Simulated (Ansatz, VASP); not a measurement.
**Al2Cl in two plane-wave programs**

Wanted: the spread between two codes on one cell, functional and k mesh. The cell is generated by rule, not measured, and may not be a known phase. The cell is taken from a series of VASP runs on this material, whose earlier steps may have relaxed, scaled or displaced it; both programs get it as it stands.

Calculated with Ansatz 0.2.0; plane waves, with VASP 6.6.1 beside it; single point at PBE.

### 1. Starting point

Symmetry: P4mm, No. 99, tetragonal system. Conventional cell: a = 5.131 Å, b = 5.131 Å, c = 2.839 Å, α = 90.00°, β = 90.00°, γ = 90.00°. Nearest to Al lie 2 Cl at 2.57 Å and 2 Al at 2.84 Å. Nearest to Cl lie 4 Al at 2.57 Å. Farther neighbours and most contacts between anions are not listed.

### 2. Ansatz: single point, PBE

Ansatz runs on its default PAW (the set named soft_2) files.

With cell and atoms fixed, the geometry can't cause a difference; cores, projectors, grids and the points listed under the comparison can.

File input.yaml:

```yaml
crystal:
  lattice:
    - [5.1306441848, 0.0, 0.0]
    - [0.0, 5.1306441848, 0.0]
    - [0.0, 0.0, 2.8390549272]
  atoms:
    - { symbol: Al, position: [0.5, 0.0, 0.3695917914] }
    - { symbol: Al, position: [0.0, 0.5, 0.3695917914] }
    - { symbol: Cl, position: [0.0, 0.0, 0.341725237] }
hamiltonian:
  xc: pbe
  pseudopotentials: { kind: paw }
kpoints:
  mp_grid: { grid: [5, 5, 8] }
scf:
  occupations: { method: fermi_dirac, width: 0.05 }
  n_extra_bands: 4
output:
  forces: true
  stress: true
  eigenvalues: true
```

Launch:

```bash
$ ansatz run input.yaml --threads 2 --pin off --max-ram 4608MiB --backend cpu --events-out ev --progress --plain --runs-dir out
```

Numbers of over 12 decimals in the logs are rounded to 6 here.

The program printed:

```text
scf.n_extra_bands = 4 over 7 filled bands (N_el = 13.0): the run solves 11 bands
Engine: ansatz 0.2.0, aarch64-unknown-linux-gnu
Pseudopotentials: kind: paw
Pseudopotential: Al, paw, valence charge 3, recommended cutoff 420 eV (normal), Al.paw.azcp
Pseudopotential: Cl, paw, valence charge 7, recommended cutoff 420 eV (normal), Cl.paw.azcp
Functional definition: PBE
  parameter kappa = 0.804
  parameter beta = 0.066725
  exchange = pbe_x(kappa = kappa, mu = beta*pi^2/3)
  correlation = pbe_c(beta = beta)
Crystal: 3 atoms, lattice volume = 74.734 Å³
Basis set: ecut = 420 eV, 1457 PW (Γ), exchange–correlation on 72×72×40 points (8 copies of the dense FFT grid, shifted against one another)
Bands: 11, of which v1, the nominal top of the filled ones, is band 7 counted from 1 (6 counted from 0)
Symmetry: 8 space group operations
Space group: P4mm (ITA 99), of the structure as read, at distance tolerance 4.2e-5 Å
k-points: 30 of 200 (time reversal used)
Non-local potential: Al, projectors of the file, l = 0: 2, l = 1: 2, l = 2: 1
Non-local potential: Cl, projectors of the file, l = 0: 2, l = 1: 2, l = 2: 2
PAW form: soft (Blöchl's): semilocal exchange-correlation on the pseudo side does not see the compensation charge
PAW one-centre angular grid: Al, 110 points (default); XC on 64 Gauss nodes
PAW one-centre angular grid: Cl, 110 points (default); XC on 64 Gauss nodes
Initial density: superposition of atomic densities (neutral atoms: chi_scale 0, normalization atom), corrected by the library's trained network
Initial wavefunctions: pseudopotential atomic-orbital guess
Functional: x = pbe(κ = 0.804, μ = 0.219515), c = pbe(β = 0.066725)
SCF iter   1: F=—  HF=-2153.932705 eV  |F-HF|=—  |Δ(HF+E_count)|=         —  Δρ=4.67e-3  dr2=2.51e-2  ethr=1.77e-3  ⟨swp⟩=6.3  Hψ=2451  notcnv=0
preconditioner: auto → none  [metal: Δε(μ)=0.040 eV  Ē_g=7.353 eV  σ=0.050 eV  W_gap=0.20  n_scr=8 (ndim 8)  ℏωp=14.2 eV  f_vac=0.000  D(μ)=0.68/eV (n_scr^D=4)  sad-step TF]
SCF iter   2: F=—  HF=-2153.927601 eV  |F-HF|=—  |Δ(HF+E_count)|=   5.10e-3  Δρ=2.41e-3  dr2=6.96e-3  ethr=1.93e-4  ⟨swp⟩=1.1  Hψ=573  notcnv=0
SCF iter   3: F=—  HF=-2153.927186 eV  |F-HF|=—  |Δ(HF+E_count)|=   4.14e-4  Δρ=3.46e-4  dr2=1.03e-4  ethr=5.36e-5  ⟨swp⟩=2.8  Hψ=504  notcnv=0
SCF iter   4: F=—  HF=-2153.927226 eV  |F-HF|=—  |Δ(HF+E_count)|=   3.92e-5  Δρ=5.37e-5  dr2=1.77e-6  ethr=7.93e-7  ⟨swp⟩=2.5  Hψ=510  notcnv=0
SCF iter   5: F=—  HF=-2153.927259 eV  |F-HF|=—  |Δ(HF+E_count)|=   3.31e-5  Δρ=1.23e-5  dr2=2.03e-7  ethr=1.36e-8  ⟨swp⟩=2.1  Hψ=500  notcnv=0
SCF iter   6: F=-2153.927259 eV  HF=-2153.927259 eV  |F-HF|=4.57e-10  |Δ(HF+E_count)|=   5.54e-8  Δρ=2.10e-6  dr2=3.10e-9  ethr=7.69e-10  ⟨swp⟩=5.3  Hψ=1624  notcnv=0
SCF 1 converged in 6 iterations: F = -2153.927259 eV  dr2 = 3.10e-9
  greatest PAW one-centre occupation: 0.914 electrons in one spin orbital (limit 2), on the Cl atom at site 2 (counted from 0), in its partial waves of l = 0
SCF converged after 6 iterations
Free energy (F): -2153.927259 eV
Harris-Foulkes:  -2153.927259 eV  (|F-HF|=4.57e-10)
Internal energy: -2153.922060 eV  (E = F + TS)
E sigma→0 (E₀):  -2153.924659 eV
Entropy (-TS):   -0.005199 eV (-1.733 meV/atom)
Fermi energy:    4.395680 eV
--- Per-component energies (eV) ---
  E_band       = -23.722053
  E_kinetic    = 201.179367
  E_local      = -389.593208  (includes V_loc(G=0)·N_el)
  E_nonlocal   = 50.227113
  E_hartree    = 146.750832
  E_xc         = -183.199909
  E_vxc        = -175.472523  (∫ρ·V_xc dr)
  E_paw        = -1593.251830  (= ΣΔE_a)
  E_vpaw       = -3.563750  (= ΣTr[D̂ρ^β])
  E_aug_tail   = 0.000088  (compensation charges beyond the density's cutoff)
  E_ewald      = -386.034512
  E_smearing   = -0.005199  (= −TS)
  E_closure    = -0.000000  (closes the sum)
  Σ components = -2153.927259   (vs F -2153.927259, Δ=0.00e0)
--- Forces (eV/Å), atoms counted from 1 ---
  atom   1  Al    -0.00000000     0.00000000    -0.01985856
  atom   2  Al     0.00000000     0.00000000    -0.01985856
  atom   3  Cl     0.00000000    -0.00000000     0.03972478
  max |Σ_I F_I| component: 7.65e-6 eV/Å
--- Stress (GPa, compression-positive) ---
        0.658152      -0.000000      -0.000000
       -0.000000       0.658152      -0.000000
       -0.000000      -0.000000      -0.709788
  P = ⅓ Tr σ = 0.2022 GPa (2.022 kbar)
--- Band table (eV; the first three rows and the last of 30) ---
  k-point 0: bands = [... 3 lower, -1.5069, 0.0284, 2.6602, 5.5338, 5.5338, 8.0795, 8.5562, 10.8849]
  k-point 1: bands = [... 3 lower, -1.2734, 0.3097, 1.7574, 5.7572, 5.7572, 8.3253, 8.7653, 10.8576]
  k-point 2: bands = [... 3 lower, -0.9252, 0.4104, 1.1473, 6.3920, 6.3920, 7.9383, 9.0294, 9.4244]
  k-point 29: bands = [... 3 lower, -1.6334, 3.0817, 3.1492, 5.1022, 5.7666, 5.8312, 7.8242, 9.0919]
```

It took 2.3 s on 2 threads of Arm Neoverse N1, shared host; peak memory 0.31 GiB; 4.3 s of CPU time.

The run ends at a pressure of 0.20 GPa, with forces up to 0.040 eV/Å.

### 3. VASP: single point, PBE

The same cell, functional, mesh and smearing now go to VASP, with its own data sets and cutoff.

Lines of VASP's logs that name or quote its potential files are left out, and so is its time.

File INCAR:

```
SYSTEM = Al2Cl
PREC = Accurate
ENCUT = 400
EDIFF = 1E-06
NELM = 100
ISMEAR = -1
SIGMA = 0.05
LREAL = .FALSE.
ALGO = Normal
GGA = PE
NBANDS = 12
LORBIT = 11
LWAVE = .FALSE.
LCHARG = .TRUE.
ISIF = 2
LELF = .TRUE.
LVHAR = .TRUE.
```

File POSCAR:

```
Al2Cl
1.0
    5.1306441848      0.0000000000      0.0000000000
    0.0000000000      5.1306441848      0.0000000000
    0.0000000000      0.0000000000      2.8390549272
Al Cl
2 1
Direct
    0.5000000000      0.0000000000      0.3695917914
    0.0000000000      0.5000000000      0.3695917914
    0.0000000000      0.0000000000      0.3417252370
```

File KPOINTS:

```
Automatic mesh
0
Gamma
5 5 8
0 0 0
```

PAW data sets: Al and Cl (PBE family, release 64).

Launch:

```bash
$ mpirun -np 1 vasp_std
```

The program printed:

```text
[banner, memory and clock lines left out]
running    1 mpi-ranks, on    1 nodes
 distrk:  each k-point on    1 cores,    1 groups
 distr:  one band on    1 cores,    1 groups

 POSCAR found type information on POSCAR AlCl
 POSCAR found :  2 types and       3 ions
 LDA part: xc-table for (Slater+PW92), standard interpolation
 POSCAR, INCAR and KPOINTS ok, starting setup
 FFT: planning ... GRIDC
 FFT: planning ... GRID_SOFT
 FFT: planning ... GRID
 WAVECAR not read
 entering main loop
       N       E                     dE             d eps       ncg     rms          rms(c)
DAV:   1     0.338826228570E+02    0.33883E+02   -0.40415E+03   720   0.671E+02
DAV:   2    -0.559236460920E+01   -0.39475E+02   -0.36897E+02   936   0.116E+02
DAV:   3    -0.883501967411E+01   -0.32427E+01   -0.32277E+01   892   0.370E+01
DAV:   4    -0.888028961829E+01   -0.45270E-01   -0.45260E-01   884   0.527E+00
DAV:   5    -0.888125627539E+01   -0.96666E-03   -0.96662E-03   916   0.763E-01    0.876E+00
DAV:   6    -0.877268426836E+01    0.10857E+00   -0.16226E-01   856   0.232E+00    0.507E+00
DAV:   7    -0.874282820004E+01    0.29856E-01   -0.11396E-01   920   0.187E+00    0.825E-01
DAV:   8    -0.874136874315E+01    0.14595E-02   -0.11886E-02   824   0.702E-01    0.223E-01
DAV:   9    -0.874137530778E+01   -0.65646E-05   -0.12768E-03   836   0.229E-01    0.835E-02
DAV:  10    -0.874139177112E+01   -0.16463E-04   -0.92652E-05   892   0.597E-02    0.248E-02
DAV:  11    -0.874139997409E+01   -0.82030E-05   -0.24420E-05   868   0.322E-02    0.901E-03
DAV:  12    -0.874140007012E+01   -0.96033E-07   -0.15704E-06   636   0.904E-03
   1 F= -.87414001E+01 E0= -.87388078E+01  d E =-.518460E-02
```

OUTCAR, selected parts (step 3):

```text
ion  position               nearest neighbor table
   1  0.500  0.000  0.370-   3 2.57   3 2.57
   2  0.000  0.500  0.370-   3 2.57   3 2.57
   3  0.000  0.000  0.342-   1 2.57   2 2.57   2 2.57   1 2.57

  LATTYP: Found a simple tetragonal cell.
 ALAT       =     5.1306441848
 C/A-ratio  =     0.5533525275

 Subroutine GETGRP returns: Found  8 space group operations
 (whereof  8 operations were pure point group operations)

The static configuration has the point symmetry C_4v.

 Found     30 irreducible k-points:

   k-points           NKPTS =     30   k-points in BZ     NKDIM =     30   number of bands    NBANDS=     12

   dimension x,y,z NGX =    36 NGY =   36 NGZ =   20
   dimension x,y,z NGXF=    72 NGYF=   72 NGZF=   40

   ENCUT  =  400.0 eV  29.40 Ry    5.42 a.u.   8.37  8.37  4.63*2*pi/ulx,y,z

   NELECT =      13.0000    total number of electrons

 k-points in reciprocal lattice and weights: Automatic mesh
   0.00000000  0.00000000  0.00000000       0.005
   0.20000000  0.00000000  0.00000000       0.020
   0.40000000  0.00000000  0.00000000       0.020
   0.20000000  0.20000000  0.00000000       0.020
   0.40000000  0.20000000  0.00000000       0.040
   0.40000000  0.40000000  0.00000000       0.020
   0.00000000  0.00000000  0.12500000       0.010
   0.20000000  0.00000000  0.12500000       0.040
   0.40000000  0.00000000  0.12500000       0.040
[...]
0.40000000  0.20000000  0.50000000       0.040
   0.40000000  0.40000000  0.50000000       0.020

 average (electrostatic) potential at core
       1 -77.1226       2 -77.1226       3 -93.0638

 E-fermi :   4.0260

 k-point     1 :       0.0000    0.0000    0.0000
  band No.  band energies     occupation
    ...
      2      -2.7785      2.00000
      3      -2.7785      2.00000
      4      -1.8793      2.00000
      5      -0.3440      2.00000
      6       2.2811      2.00000
      7       5.1607      0.00000
      8       5.1607      0.00000
      9       7.7449      0.00000
     10       8.1930      0.00000
     11      10.5096      0.00000
    ...

 k-point     2 :       0.2000    0.0000    0.0000
  band No.  band energies     occupation
    ...
      2      -3.4804      2.00000
      3      -2.7520      2.00000
      4      -1.3451      2.00000
      5       0.2769      2.00000
      6       2.2843      2.00000
      7       4.6151      0.00002
      8       4.6222      0.00001
      9       8.5070      0.00000
     10       8.5862      0.00000
     11       9.4988      0.00000
    ...

 k-point     3 :       0.4000    0.0000    0.0000
  band No.  band energies     occupation
    ...
      3      -2.7078      2.00000
      4      -1.0519      2.00000
      5       1.4928      2.00000
      6       2.2894      2.00000
      7       4.0320      0.93990
      8       4.3080      0.00708
      9       6.2905      0.00000
     10       9.4276      0.00000
     11      11.4425      0.00000
     12      12.0891      0.00000

  Total        0.3003985      0.3003985     -0.3655365      0.0000000      0.0000000      0.0000000
  in kB        6.4400717      6.4400717     -7.8365285      0.0000000      0.0000000      0.0000000
  external PRESSURE =       1.6812050 kB  Pullay stress =       0.0000000 kB

  energy-cutoff  :      400.00
  volume of cell :       74.73
      direct lattice vectors                 reciprocal lattice vectors
     5.130644185  0.000000000  0.000000000     0.194907299  0.000000000  0.000000000
     0.000000000  5.130644185  0.000000000     0.000000000  0.194907299  0.000000000
     0.000000000  0.000000000  2.839054927     0.000000000  0.000000000  0.352229888

 POSITION                                       TOTAL-FORCE (eV/Angst)
 -----------------------------------------------------------------------------------
      2.56532      0.00000      1.04929         0.000000      0.000000     -0.019729
      0.00000      2.56532      1.04929         0.000000     -0.000000     -0.019729
      0.00000      0.00000      0.97018         0.000000      0.000000      0.039459
 -----------------------------------------------------------------------------------
    total drift:                               -0.000000     -0.000000     -0.000003

  FREE ENERGIE OF THE ION-ELECTRON SYSTEM (eV)
  ---------------------------------------------------
  free  energy   TOTEN  =        -8.7414000701 eV

  energy  without entropy=       -8.7362154673  energy(sigma->0) =       -8.73880777

 total charge
# of ion       s       p       d       tot
------------------------------------------
    1        0.496   0.227   0.000   0.723
    2        0.496   0.227   0.000   0.723
    3        1.618   3.519   0.000   5.138
--------------------------------------------------
tot          2.611   3.973   0.000   6.584

[... 3 further parts left out ...]
```

The run ends at a pressure of 0.17 GPa, with forces up to 0.039 eV/Å.

### 4. Differences

Known differences besides the potentials themselves: the cutoff is 420 eV in Ansatz and 400 eV in VASP; VASP leaves aspherical gradient terms in its spheres out (LASPH is not set), Ansatz keeps them. Total energies have different zeros and are not compared.

Compared:

```csv
quantity,Ansatz,VASP,difference
pressure (GPa),0.20,0.17,+0.03
```

Ansatz's pressure holds a Pulay correction of 0.02 GPa; VASP's holds none.

### 5. Results

| Item | Value |
| --- | --- |
| difference in pressure (single point, PBE) | 0.034 GPa |

The difference in pressure is 0.034 GPa (single point, PBE), within the 1 GPa picked in this series as the mark of a large difference. Such differences can come from data sets, numerical settings and the points named under the comparisons, not from the functional's error against experiment.

[Lines on the potential files, build, host, timing and source positions are cut from VASP's logs without a mark.]

[Logs are printed without paths, hosts, clocks, repeated set-up lines and the standing remarks that a program may print on its own settings, such as how far it seeks lower states.]

[Hosts, paths, dates, database ids (printed as entryN), source tags and the programs' standing remarks are cut or masked in the printed files.]
